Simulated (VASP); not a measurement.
# MgBe: structure and properties in VASP

What structure does MgBe take at this level, and what are its properties? The steps: relaxing cell and atoms (rev-vdW-DF2), second relaxation, density, ELF and potential (rev-vdW-DF2), band structure (rev-vdW-DF2), density of states (rev-vdW-DF2), core-level energies (rev-vdW-DF2) and band structure (rev-vdW-DF2), changed input. The cell is generated by rule, not measured, and may not be a known phase.

Calculated with VASP 6.6.1; rev-vdW-DF2; plane waves and PAW (Mg, Be); invented cell.

Report form: the programs' logs are mostly left out.

### Step 1. Starting point

Before any relaxation, the start is as follows. It takes space group P4mm (No. 99, tetragonal). Conventional cell: a = 3.294 Å, b = 3.294 Å, c = 4.880 Å, α = 90.00°, β = 90.00°, γ = 90.00°. Nearest to Mg lie 2 Be at 1.84 Å. Nearest to Be lie 1 Be at 2.24 Å. Nearest to Be lie 4 Mg at 1.84 Å and 1 Be at 2.24 Å. Farther neighbours are not listed.

### Step 2. Relaxing cell and atoms (rev-vdW-DF2)

The start need not lie at this functional's minimum. ISIF = 3 frees volume, shape and positions, and EDIFFG sets the threshold on forces and stress at which the search stops. rev-vdW-DF2 revises the exchange of vdW-DF2 for solids. LUSE_VDW switches on a nonlocal correlation term for dispersion.

Input file INCAR:

```
SYSTEM = MgBe
PREC = Accurate
ENCUT = 400
EDIFF = 1E-06
NELM = 100
ISMEAR = 1
SIGMA = 0.2
LREAL = .FALSE.
ALGO = Normal
GGA = MK
AGGAC = 0
LUSE_VDW = .TRUE.
PARAM1 = 0.1234
PARAM2 = 0.711357
ZAB_VDW = -1.8867
LASPH = .TRUE.
LORBIT = 11
LWAVE = .FALSE.
LCHARG = .FALSE.
KPAR = 2
IBRION = 2
NSW = 60
ISIF = 3
EDIFFG = -0.01
```

Input file POSCAR:

```
MgBe
1.0
    3.2938930500      0.0000000000      0.0000000000
    0.0000000000      3.2938930500      0.0000000000
    0.0000000000      0.0000000000      4.8800825400
Mg Be
2 2
Direct
    0.5000000000      0.0000000000      0.4884392100
    0.0000000000      0.5000000000      0.4884392100
    0.5000000000      0.5000000000      0.8606379600
    0.5000000000      0.5000000000      0.3190530700
```

Input file KPOINTS:

```
Automatic mesh
0
Gamma
8 8 6
0 0 0
```

PAW data sets: Mg and Be (PBE family, release 64).

Launch:

```console
> mpirun -np 2 vasp_std
```

It took 6.4 min on 2 MPI ranks of Intel Xeon 6975P-C (Granite Rapids), shared host; peak memory 0.59 GiB.

The PAW data sets were made with PBE, which is usual practice but a small mismatch for other functionals. After so large a change of volume the plane waves of the start cell no longer fit, so the final stress carries a basis-set error. The run keeps the 8 symmetry operations of its start, so it cannot find a distortion of lower symmetry.

Step by step (22 of 29):

```tsv
step	energy less that of the first step (eV)	largest force (eV/Å)	pressure (GPa)	volume (Å³)
1	0.0000	9.5697	63.99	52.95
2	-7.6962	2.8059	-1.02	103.10
4	-7.8779	1.8667	1.00	93.71
5	-7.8810	1.7737	1.30	92.75
6	-8.0770	0.7845	-0.17	95.69
8	-8.2621	0.1142	-2.48	105.10
9	-8.4242	0.0965	-2.72	105.30
10	-8.9720	0.1084	-3.26	105.56
12	-9.2092	0.1666	-3.42	105.46
13	-9.2945	1.6014	-2.85	105.00
14	-9.3150	0.7266	-3.25	105.26
16	-9.4653	0.8730	-2.78	101.46
17	-9.7882	0.6175	-0.76	90.63
18	-8.7548	4.7735	11.09	70.83
20	-9.7779	0.0431	2.73	81.75
21	-9.8137	0.6414	1.11	85.54
22	-9.8139	0.5784	1.30	85.03
24	-9.8297	0.0531	0.82	85.63
25	-9.8345	0.0140	0.34	86.79
26	-9.8354	0.0119	0.01	87.64
28	-9.8355	0.0100	0.04	87.55
29	-9.8355	0.0035	0.02	87.60
```

```tsv
cell as run	before	after	change
a (Å)	3.294	4.698	+42.6 %
b (Å)	3.294	4.698	+42.6 %
c (Å)	4.880	3.968	-18.7 %
volume (Å³/atom)	13.24	21.90	+65.5 %
```

The atoms that moved most (Å, as changes of fractional coordinates times the final cell):

```tsv
atom	dx	dy	dz	length
Be3	0.000	0.000	-0.280	0.280
Mg1	0.000	0.000	0.189	0.189
Mg2	0.000	0.000	0.189	0.189
Be4	0.000	0.000	-0.099	0.099
```

Final coordinates:

```xyz
4
Lattice="4.6984 0.0000 0.0000 0.0000 4.6984 0.0000 0.0000 0.0000 3.9684" Properties=species:S:1:pos:R:3 pbc="T T T"
Mg    2.3492    0.0000    2.1278
Mg    0.0000    2.3492    2.1278
Be    2.3492    2.3492    3.1350
Be    2.3492    2.3492    1.1675
```

Numbers from this step:

* electrons: 8
* bands: 8
* irreducible k-points: 60
* symmetry operations: 8
* free energy (TOTEN): -4.919 eV
* energy at zero smearing: -4.918 eV
* Fermi energy: 1.251 eV
* pressure: 0.01522 GPa
* metallic: yes
* SCF cycles over all ionic steps: 191

It ends with a largest force of 0.004 eV/Å and a pressure of 0.02 GPa.

### Step 3. Second relaxation

The basis stayed that of the start cell while the cell moved. A rerun from the cell reached resets it; the error of the finite cutoff stays. The mesh changes with the cell too.

INCAR is that of step 2.

Input file POSCAR:

```
MgBe
1.0
    4.6984052958      0.0000000000      0.0000000000
    0.0000000000      4.6984052958      0.0000000000
    0.0000000000      0.0000000000      3.9683689271
Mg Be
2 2
Direct
    0.5000000000      0.0000000000      0.5361783105
    0.0000000000      0.5000000000      0.5361783105
    0.5000000000      0.5000000000      0.7900013488
    0.5000000000      0.5000000000      0.2942114801
```

Input file KPOINTS:

```
Automatic mesh
0
Gamma
6 6 7
0 0 0
```

Launch:

```console
> mpirun -np 2 vasp_std
```

It took 94 s on 2 MPI ranks; peak memory 0.73 GiB; 3.1 min of CPU time.

The k-mesh is coarse for a metal.

Step by step:

```tsv
step	energy less that of the first step (eV)	largest force (eV/Å)	pressure (GPa)	volume (Å³)
1	0.0000	0.0789	0.21	87.60
2	-0.0006	0.0077	0.09	87.96
3	-0.0006	0.0223	0.07	88.02
4	-0.0007	0.0011	0.00	88.19
```

```tsv
conventional cell, symmetrised	before	after	change
a (Å)	4.698	4.707	+0.2 %
b (Å)	4.698	4.707	+0.2 %
c (Å)	3.968	3.980	+0.3 %
volume (Å³/atom)	21.90	22.05	+0.7 %
```

Final coordinates:

```cif
data_structure
_symmetry_space_group_name_H-M 'P 1'
_symmetry_Int_Tables_number 1
_cell_length_a 4.7070
_cell_length_b 4.7070
_cell_length_c 3.9801
_cell_angle_alpha 90.000
_cell_angle_beta 90.000
_cell_angle_gamma 90.000
_cell_volume 88.19
loop_
_atom_site_label
_atom_site_type_symbol
_atom_site_fract_x
_atom_site_fract_y
_atom_site_fract_z
_atom_site_occupancy
Mg1 Mg 0.50000 0.00000 0.53618 1
Mg2 Mg 0.00000 0.50000 0.53618 1
Be3 Be 0.50000 0.50000 0.78906 1
Be4 Be 0.50000 0.50000 0.29514 1
```

Numbers from this step:

```
irreducible k-points            : 40
free energy (TOTEN)             : -4.913 eV
energy at zero smearing         : -4.912 eV
Fermi energy                    : 1.234 eV
pressure                        : 0.001884 GPa
SCF cycles over all ionic steps : 26
```

It ends with a largest force of 0.001 eV/Å and a pressure of 0.00 GPa.

### Step 4. Density, ELF and potential (rev-vdW-DF2)

A single point on the relaxed cell gives a clean self-consistent state, with density, ELF and potential written out.

INCAR, as its differences from that of step 3:

```diff
@@ -18,7 +18,5 @@
 LWAVE = .FALSE.
-LCHARG = .FALSE.
-KPAR = 2
-IBRION = 2
-NSW = 60
-ISIF = 3
-EDIFFG = -0.01
+LCHARG = .TRUE.
+ISIF = 2
+LELF = .TRUE.
+LVHAR = .TRUE.
```

Input file POSCAR:

```
MgBe
1.0
    4.7070382268      0.0000000000      0.0000000000
    0.0000000000      4.7070382268      0.0000000000
    0.0000000000      0.0000000000      3.9801488218
Mg Be
2 2
Direct
    0.5000000000      0.0000000000      0.5361805287
    0.0000000000      0.5000000000      0.5361805287
    0.5000000000      0.5000000000      0.7890636993
    0.5000000000      0.5000000000      0.2951446932
```

KPOINTS is that of step 3.

Launch:

```console
> mpirun -np 2 vasp_std
```

The job ended after 19 s (2 MPI ranks; peak memory 0.54 GiB).

This step gave:

```yaml
scf_cycles: 13
pressure: 0.003886 GPa
```

Valence electrons inside each PAW sphere by angular momentum. Sphere charges, by row:

```tsv
atom	s (e)	p (e)	d (e)	tot (e)
Mg1	0.22	0.118	0.013	0.351
Mg2	0.22	0.118	0.013	0.351
Be3	0.46	0.633	0	1.093
Be4	0.462	0.643	0	1.105
```

ELF in the ac plane at fractional y = 0.500, with atoms of Mg and Be within 0.2 Å of it. It is the smooth field of the valence electrons, not physical close to the nuclei.

Values, 11 rows by 14 columns, each cell a mean:
```
0.20 0.28 0.43 0.57 0.66 0.69 0.71 0.71 0.70 0.68 0.63 0.52 0.37 0.23
0.25 0.37 0.52 0.57 0.49 0.28 0.12 0.09 0.17 0.37 0.55 0.56 0.46 0.31
0.18 0.37 0.60 0.67 0.57 0.31 0.10 0.06 0.16 0.43 0.64 0.66 0.52 0.27
0.04 0.24 0.60 0.77 0.76 0.66 0.52 0.48 0.57 0.71 0.78 0.73 0.46 0.12
0.01 0.16 0.58 0.82 0.84 0.82 0.80 0.79 0.81 0.83 0.84 0.75 0.41 0.05
0.01 0.17 0.58 0.80 0.82 0.78 0.73 0.71 0.75 0.80 0.82 0.74 0.41 0.06
0.08 0.29 0.60 0.73 0.68 0.48 0.27 0.21 0.34 0.58 0.72 0.70 0.49 0.17
0.23 0.39 0.58 0.63 0.51 0.24 0.04 0.02 0.10 0.35 0.59 0.62 0.51 0.30
0.24 0.34 0.49 0.58 0.57 0.46 0.37 0.35 0.40 0.51 0.59 0.55 0.43 0.29
0.18 0.26 0.43 0.61 0.75 0.83 0.87 0.88 0.85 0.80 0.69 0.53 0.35 0.21
0.15 0.23 0.41 0.63 0.80 0.90 0.94 0.95 0.93 0.87 0.74 0.54 0.33 0.18
```
Columns run along a (4.7 Å), rows up along c (4.0 Å). Atoms in or near the plane, at fractional coordinates: Mg at (0.00, 0.54), Be at (0.50, 0.79), Be at (0.50, 0.30).

Electrostatic potential energy in the ac plane at fractional y = 0.500, with atoms of Mg and Be within 0.2 Å of it. With pseudopotentials it is smooth inside the atoms' cores, unlike the true potential.

Ten even steps from '0' (-34 eV) to '9' (3 eV), each cell a mean:
```
99999743589999
88998400168998
66888401168876
34688732588753
13589877898742
23588876788742
45788500278864
77898401068887
89998610379999
99999876789999
99999988899999
```
Columns run along a (4.7 Å; values clipped at the 3rd and 97th percentile), rows up along c (4.0 Å). Atoms in or near the plane, at fractional coordinates: Mg at (0.00, 0.54), Be at (0.50, 0.79), Be at (0.50, 0.30).

Valence density in the ac plane at fractional y = 0.500, with atoms of Mg and Be within 0.2 Å of it. It is the smooth field of the valence electrons, not physical close to the nuclei.

Values in e/Å³, 11 rows by 14 columns, each cell a mean:
```
0.04 0.05 0.07 0.10 0.16 0.23 0.30 0.33 0.28 0.20 0.13 0.08 0.06 0.05
0.05 0.06 0.08 0.12 0.16 0.19 0.16 0.14 0.18 0.18 0.14 0.10 0.07 0.06
0.05 0.07 0.10 0.14 0.19 0.21 0.16 0.13 0.19 0.21 0.17 0.13 0.09 0.06
0.04 0.06 0.11 0.17 0.22 0.28 0.31 0.32 0.30 0.26 0.20 0.14 0.08 0.04
0.02 0.04 0.10 0.18 0.24 0.31 0.37 0.39 0.34 0.28 0.22 0.15 0.07 0.03
0.03 0.04 0.10 0.18 0.24 0.30 0.36 0.37 0.34 0.28 0.21 0.15 0.08 0.03
0.04 0.06 0.11 0.16 0.21 0.25 0.24 0.23 0.25 0.24 0.19 0.14 0.09 0.05
0.05 0.07 0.10 0.13 0.18 0.19 0.13 0.09 0.16 0.19 0.16 0.12 0.08 0.06
0.05 0.06 0.08 0.11 0.16 0.21 0.24 0.24 0.23 0.19 0.14 0.10 0.07 0.05
0.04 0.05 0.06 0.10 0.16 0.24 0.33 0.36 0.30 0.21 0.13 0.08 0.06 0.04
0.04 0.04 0.06 0.10 0.16 0.25 0.34 0.38 0.31 0.21 0.13 0.08 0.05 0.04
```
Columns run along a (4.7 Å), rows up along c (4.0 Å). Atoms in or near the plane, at fractional coordinates: Mg at (0.00, 0.54), Be at (0.50, 0.79), Be at (0.50, 0.30).

In this run the pressure is 0.00 GPa, small enough to go on.

### Step 5. Band structure (rev-vdW-DF2)

Levels along the symmetry lines show where the bands peak and cross; KPOINTS_OPT computes them in the converged potential.

INCAR, as its differences from that of step 4:

```diff
@@ -18,5 +18,3 @@
 LWAVE = .FALSE.
-LCHARG = .TRUE.
-ISIF = 2
-LELF = .TRUE.
-LVHAR = .TRUE.
+LCHARG = .FALSE.
+KPAR = 2
```

POSCAR is that of step 4.

KPOINTS is that of step 4.

Input file KPOINTS_OPT:

```
Line mode
16
Line-mode
Reciprocal
  0.00000000   0.00000000   0.00000000 GAMMA
  0.00000000   0.50000000   0.00000000 X

  0.00000000   0.50000000   0.00000000 X
  0.50000000   0.50000000   0.00000000 M

  0.50000000   0.50000000   0.00000000 M
  0.00000000   0.00000000   0.00000000 GAMMA

  0.00000000   0.00000000   0.00000000 GAMMA
  0.00000000   0.00000000   0.50000000 Z

  0.00000000   0.00000000   0.50000000 Z
  0.00000000   0.50000000   0.50000000 R

  0.00000000   0.50000000   0.50000000 R
  0.50000000   0.50000000   0.50000000 A

  0.50000000   0.50000000   0.50000000 A
  0.00000000   0.00000000   0.50000000 Z

  0.00000000   0.50000000   0.00000000 X
  0.00000000   0.50000000   0.50000000 R

  0.50000000   0.50000000   0.00000000 M
  0.50000000   0.50000000   0.50000000 A
```

Launch:

```console
> mpirun -np 2 vasp_std
```

Wall time 36 s (2 MPI ranks); peak memory 0.75 GiB.

Electronic bands along the path, in eV, zero at the Fermi level; # counts the bands kept:

```tsv
point	#1	#2	#3	#4	#5	#6
Γ	-6.50	-1.15	-1.15	-0.33	0.89	1.56
0.53 of the way	-6.14	-2.87	-0.93	-0.20	1.55	3.29
X	-5.64	-3.95	-0.70	-0.11	2.30	2.89
0.53 of the way	-5.30	-3.61	-2.20	0.03	0.26	4.25
M	-4.84	-3.20	-3.20	-0.83	0.11	4.86
0.47 of the way	-5.78	-2.56	-2.56	-0.07	1.21	3.62
Γ	-6.50	-1.15	-1.15	-0.33	0.89	1.56
0.47 of the way	-6.10	-1.84	-0.71	-0.71	1.13	2.08
Z	-5.23	-3.56	0.31	0.31	1.69	2.10
0.53 of the way	-4.90	-3.26	-1.38	0.24	0.53	2.30
R	-4.50	-2.89	-2.36	-0.72	0.77	2.50
0.53 of the way	-4.20	-2.60	-1.99	-0.64	-0.44	0.80
A	-3.86	-2.26	-1.52	-1.52	-0.12	-0.12
0.47 of the way	-4.59	-2.96	-1.18	-0.91	0.50	0.51
Z	-5.23	-3.56	0.31	0.31	1.69	2.10
jump to X	-5.64	-3.95	-0.70	-0.11	2.30	2.89
0.53 of the way	-5.18	-3.34	-1.64	-0.13	1.18	2.77
R	-4.50	-2.89	-2.36	-0.72	0.77	2.50
jump to M	-4.84	-3.20	-3.20	-0.83	0.11	4.86
0.53 of the way	-4.43	-2.58	-2.58	-1.18	-0.29	1.86
A	-3.86	-2.26	-1.52	-1.52	-0.12	-0.12
```

Of the projections kept (Mg, Be), the largest for each band there; the rest of the weight can lie on other orbitals:

```tsv
point	#1	#2	#3	#4	#5	#6
Γ	Be 0.72	Be 0.75	Be 0.75	Be 0.97	Be 0.80	Mg 1.00
X	Be 0.80	Mg 0.56	Be 0.79	Be 0.98	Mg 0.51	Be 0.67
M	Be 0.89	Mg 0.50	Mg 0.50	Mg 1.00	Be 0.99	Be 0.63
Γ	Be 0.72	Be 0.75	Be 0.75	Be 0.97	Be 0.80	Mg 1.00
Z	Be 0.70	Be 0.91	Be 0.66	Be 0.66	Be 0.75	Be 0.91
R	Be 0.79	Be 0.95	Mg 0.64	Be 0.67	Be 0.71	Be 0.93
```

There is no gap at this level.

Of the bands kept, 4 cross the Fermi level on this path.

### Step 6. Density of states (rev-vdW-DF2)

A density of states needs more k-points than a total energy; ISMEAR = -5 takes tetrahedra, and LORBIT projects the states on the PAW spheres. The mesh is finer than in the run before.

INCAR, as its differences from that of step 5:

```diff
@@ -5,3 +5,3 @@
 NELM = 100
-ISMEAR = 1
+ISMEAR = -5
 SIGMA = 0.2
@@ -20 +20,2 @@
 KPAR = 2
+NEDOS = 2001
```

POSCAR is that of step 5.

Input file KPOINTS:

```
Automatic mesh
0
Gamma
9 9 10
0 0 0
```

Launch:

```console
> mpirun -np 2 vasp_std
```

It took 57 s on 2 MPI ranks; peak memory 0.77 GiB; 1.8 min of CPU time.

With tetrahedra the forces and stress of a metal are not exact derivatives of the energy.

This step gave:

```yaml
scf_cycles: 17
irreducible_k_points: 90
fermi_energy: 1.219 eV
pressure: -0.01040 GPa
dos_at_the_fermi_level: 1.402 states/eV/cell
```

The density of states has structure finer than the step of the table below, so its rows give means over 0.5 eV, whole bins alone (the curve runs from -8.47 to 3.05 eV). Peaks (eV: height): total -0.19: 2.28, 1.89: 2.34, 2.58: 2.10, 2.91: 2.17; Be p -0.19: 0.760, 1.89: 0.263, 2.88: 0.290; Be s -5.60: 0.368, -2.64: 0.212, 1.86: 0.112, 2.88: 0.0778; Mg p -1.05: 0.09, -0.09: 0.0882, 1.89: 0.0994, 3.01: 0.121.

States under -8.5 eV and over 3.0 eV are left out. The density of states by energy, zero at the Fermi level; means over each step; values in states/eV/cell:

```tsv
energy (eV)	total	Be p	Be s	Mg p
-7.0	0	0	0	0
-6.5	0.0943	9.9e-4	0.0226	1.8e-4
-6.0	0.647	0.0117	0.162	0.00476
-5.5	1.23	0.0366	0.331	0.0186
-5.0	1.23	0.0652	0.334	0.0264
-4.5	0.676	0.0558	0.184	0.0204
-4.0	0.163	0.0173	0.0365	0.00634
-3.5	0.559	0.0603	0.0179	0.0101
-3.0	1.43	0.169	0.118	0.0306
-2.5	1.91	0.260	0.205	0.0487
-2.0	1.77	0.287	0.141	0.0512
-1.5	1.66	0.328	0.111	0.0601
-1.0	1.73	0.404	0.0906	0.0764
-0.5	1.88	0.551	0.0656	0.0783
0.0	1.58	0.423	0.0248	0.0781
0.5	1.02	0.141	0.00957	0.0683
1.0	1.03	0.121	0.0197	0.0611
1.5	1.51	0.176	0.0646	0.0702
2.0	1.79	0.218	0.0697	0.0787
2.5	1.75	0.244	0.0517	0.0808
```

Force by atom:

```tsv
atom	x (eV/Å)	y (eV/Å)	z (eV/Å)	size
Mg1	0.0000	0.0000	-0.0004	0.0004
Mg2	0.0000	0.0000	-0.0004	0.0004
Be3	0.0000	0.0000	0.0562	0.0562
Be4	0.0000	0.0000	-0.0554	0.0554
```

The finer mesh and the other smearing move the Fermi level by -0.01 eV from the 6×6×7 run, a small shift, which tests the Fermi level alone.

### Step 7. Core-level energies (rev-vdW-DF2)

Core levels shift with the potential at each site, so they tell like atoms on unlike sites apart.

INCAR, as its differences from that of step 6:

```diff
@@ -5,3 +5,3 @@
 NELM = 100
-ISMEAR = -5
+ISMEAR = 1
 SIGMA = 0.2
@@ -20,2 +20,2 @@
 KPAR = 2
-NEDOS = 2001
+ICORELEVEL = 1
```

POSCAR is that of step 6.

Input file KPOINTS:

```
Automatic mesh
0
Gamma
6 6 7
0 0 0
```

Launch:

```console
> mpirun -np 2 vasp_std
```

Elapsed: 37 s, on 2 MPI ranks; peak memory 0.72 GiB; 72 s of CPU time.

These are scalar-relativistic Kohn-Sham levels of the ground state, with no core hole, so they are not binding energies.

Numbers from this step:

```yaml
scf_cycles: 13
irreducible_k_points: 40
fermi_energy: 1.234 eV
pressure: 0.003886 GPa
```

Kohn-Sham core levels. Core levels, by row:

```tsv
atom	shell	level below the Fermi level (eV)
Mg1	1s	1255
Mg1	2s	75.52
Mg1	2p	42.28
Mg2	1s	1255
Mg2	2s	75.52
Mg2	2p	42.28
Be3	1s	98.9
Be4	1s	98.84
```

Atoms of one element give levels within 0.1 eV of each other.

### Step 8. Band structure (rev-vdW-DF2), changed input

The mesh alone shows little of the dispersion and can miss band extrema, so KPOINTS_OPT adds a path through the symmetry points after the self-consistent cycle. Some settings are moved from the usual, to see what they do.

INCAR, as its differences from that of step 7:

```diff
@@ -5,4 +5,4 @@
 NELM = 100
-ISMEAR = 1
-SIGMA = 0.2
+ISMEAR = 0
+SIGMA = 0.1
 LREAL = .FALSE.
@@ -20,2 +20 @@
 KPAR = 2
-ICORELEVEL = 1
```

POSCAR is that of step 7.

Input file KPOINTS:

```
Automatic mesh
0
Monkhorst-Pack
6 6 7
0 0 0
```

KPOINTS_OPT is that of step 5.

Launch:

```console
> mpirun -np 2 vasp_std
```

Wall time 46 s (2 MPI ranks); peak memory 0.72 GiB.

Numbers from this step:

- irreducible k-points: 24
- free energy (TOTEN): -4.919 eV
- energy at zero smearing: -4.914 eV
- Fermi energy: 1.221 eV
- pressure: -0.09395 GPa

The electronic bands at the labelled points (eV, zero at the Fermi level; # counts the bands kept):

```tsv
point	#1	#2	#3	#4	#5	#6
Γ	-6.50	-1.14	-1.14	-0.33	0.90	1.57
0.53 of the way	-6.14	-2.87	-0.93	-0.19	1.56	3.30
X	-5.64	-3.94	-0.70	-0.10	2.31	2.90
0.53 of the way	-5.30	-3.61	-2.20	0.03	0.26	4.26
M	-4.84	-3.20	-3.20	-0.82	0.12	4.86
0.47 of the way	-5.78	-2.56	-2.56	-0.06	1.21	3.63
Γ	-6.50	-1.14	-1.14	-0.33	0.90	1.57
0.47 of the way	-6.11	-1.83	-0.71	-0.71	1.13	2.09
Z	-5.24	-3.54	0.30	0.30	1.68	2.11
0.53 of the way	-4.91	-3.24	-1.38	0.26	0.53	2.32
R	-4.51	-2.87	-2.36	-0.71	0.76	2.52
0.53 of the way	-4.22	-2.58	-2.00	-0.65	-0.42	0.82
A	-3.88	-2.24	-1.52	-1.52	-0.10	-0.10
0.47 of the way	-4.60	-2.94	-1.18	-0.91	0.52	0.53
Z	-5.24	-3.54	0.30	0.30	1.68	2.11
jump to X	-5.64	-3.94	-0.70	-0.10	2.31	2.90
0.53 of the way	-5.18	-3.34	-1.62	-0.13	1.19	2.77
R	-4.51	-2.87	-2.36	-0.71	0.76	2.52
jump to M	-4.84	-3.20	-3.20	-0.82	0.12	4.86
0.53 of the way	-4.44	-2.58	-2.58	-1.17	-0.28	1.87
A	-3.88	-2.24	-1.52	-1.52	-0.10	-0.10
```

Of the projections kept (Mg, Be), the largest for each band there; the rest of the weight can lie on other orbitals:

(Unchanged from step 5.)

Force by atom:

```tsv
atom	x (eV/Å)	y (eV/Å)	z (eV/Å)	size
Mg1	0.000	0.000	0.000	0.000
Mg2	0.000	0.000	0.000	0.000
Be3	0.000	0.000	0.111	0.111
Be4	0.000	0.000	-0.111	0.111
```

Against the sound run “Band structure (rev-vdW-DF2)”, the energy at zero smearing moves by -0.4 meV an atom, the pressure by -0.10 GPa and the Fermi level by -0.01 eV.

### Step 9. Summary of results

| Quantity | Value |
| --- | --- |
| relaxed volume | 22.05 Å³/atom |
| relaxed conventional cell a, b, c | 4.707, 4.707, 3.980 Å |
| space group after relaxing, within 0.02 Å | P4mm (No. 99) |
| band gap | none, a metal |
| DOS at the Fermi level | 1.40 states/eV/cell |
| shallowest level of the frozen cores | Mg1 2p, 42.3 eV deep |

**Reading.** With rev-vdW-DF2, MgBe relaxes to 22.05 Å³/atom in space group P4mm (held by the symmetry of the run) and comes out as a metal. Band structure (rev-vdW-DF2): Of the bands kept, 4 cross the Fermi level on this path. Band structure (rev-vdW-DF2), changed input: Of the bands kept, 4 cross the Fermi level on this path. The k-sampling is coarse for a metal, so the Fermi level, pressures and the shape of the cell carry errors. No search among competing phases was made. All values are for a static lattice at zero temperature.

[Lines on the potential files, build, host, timing and source positions are cut from VASP's logs without a mark.]

[Logs are printed without paths, hosts, clocks, repeated set-up lines and the standing remarks that a program may print on its own settings, such as how far it seeks lower states.]

[Hosts, paths, dates, database ids (printed as entryN), source tags and the programs' standing remarks are cut or masked in the printed files.]

[A measured line is paired with the nearest computed mode of its activity, which favours agreement.]
